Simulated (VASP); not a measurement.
Consider the following.

```yaml
crystal:
  lattice:
    - [4.19484, 0.00000, 0.00000]
    - [-2.09742, 3.63284, 0.00000]
    - [0.00000, 0.00000, 7.10431]
  atoms:
    - { symbol: Mg, position: [0.00000, 0.00000, 0.00000] }
    - { symbol: I, position: [0.33333, 0.66667, 0.23408] }
    - { symbol: I, position: [0.66667, 0.33333, 0.76592] }
```

Level of theory: PBE0 hybrid, VASP's PBE PAW potentials (set 64) (plane waves; VASP). Run with 300 eV cut-off, 5×5×3 Γ-centred mesh, Gaussian smearing of 0.010 eV, potentials Mg I.

**Question.** Which forces act on the atoms, in eV/Å?

**Answer.** 
| atom | Fx | Fy | Fz |
|---|---|---|---|
| Mg1 | 0.000 | 0.000 | 0.000 |
| I2 | 0.000 | 0.000 | -0.111 |
| I3 | 0.000 | 0.000 | 0.111 |

**Question.** Give the stress tensor in GPa (positive for a compressed cell).

**Answer.** 
```
-0.43   0.00   0.00
 0.00  -0.43   0.00
 0.00   0.00  -0.14
```
The pressure is its mean diagonal, -0.33 GPa.

The structure comes from a computed database's MgI2 entry; how it stands against other phases isn't given here. The cell was not relaxed at this level.
